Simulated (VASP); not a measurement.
Consider the following.

```xyz
6
Lattice="1.6429 -2.8456 0.0000 1.6429 2.8456 0.0000 0.0000 0.0000 13.8604" Properties=species:S:1:pos:R:3 pbc="T T T"
W      1.6429     0.9485     3.4651
W      1.6429    -0.9485    10.3953
Se     1.6429     0.9485    12.0633
Se     1.6429    -0.9485     5.1331
Se     1.6429    -0.9485     1.7971
Se     1.6429     0.9485     8.7273
```

All values below come from MS2 meta-GGA, VASP's PBE PAW potentials (set 64) (plane waves; VASP 6.6.1). Run with 520 eV cut-off, 9×9×2 Γ-centred mesh, tetrahedra with Blöchl corrections, potentials W_sv Se.

The cores are frozen, which limits the accuracy of field gradients.

Problem. Give the principal components of the electric field gradient (V/Å²) and the asymmetry η at each nucleus.

Solution. 
```
atom   Vxx   Vyy     Vzz     η
----  ----  ----  ------  ----
W1    86.0  86.0  -172.1  0.00
W2    86.0  86.0  -172.1  0.00
Se3   48.0  48.0   -96.0  0.00
Se4   48.0  48.0   -96.0  0.00
Se5   48.0  48.0   -96.0  0.00
Se6   48.0  48.0   -96.0  0.00
```

The compound is WSe2 in the 2H layered structure. It was relaxed first, which changed the volume by +7 %.
